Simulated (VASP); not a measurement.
Input:

```xyz
1
Lattice="-2.8250 2.8250 2.8250 2.8250 -2.8250 2.8250 2.8250 2.8250 -2.8250" Properties=species:S:1:pos:R:3 pbc="T T T"
Rb     0.0000     0.0000     0.0000
```

All values below come from LDA (Ceperley-Alder, Perdew-Zunger), VASP's LDA PAW potentials (set 64) (plane waves; VASP 6.6.1). Numerical set-up: 520 eV cut-off, 8×8×8 Γ-centred mesh, first-order Methfessel-Paxton smearing of 0.10 eV, potentials Rb_sv.

Energy and stress use the plane-wave basis of the starting cell.

### Question
The ions, cell shape and volume are relaxed. Predict the relaxed structure.

### Answer

```xyz
1
Lattice="-2.6911 2.6911 2.6911 2.6911 -2.6911 2.6911 2.6911 2.6911 -2.6911" Properties=species:S:1:pos:R:3 pbc="T T T"
Rb     5.3822     0.0000     0.0000
```
Space group Im-3m (229), at a tolerance of 0.03 Å.

### Question
How do energy and volume change from the first to the last step?

### Answer
The energy (σ→0) changes by -16.8 meV/atom and the volume by -13.6 %, in 4 ionic steps.

The compound is Rb in the bcc structure. This run relaxes it. Symmetry was kept, so distortions that lower it aren't found.
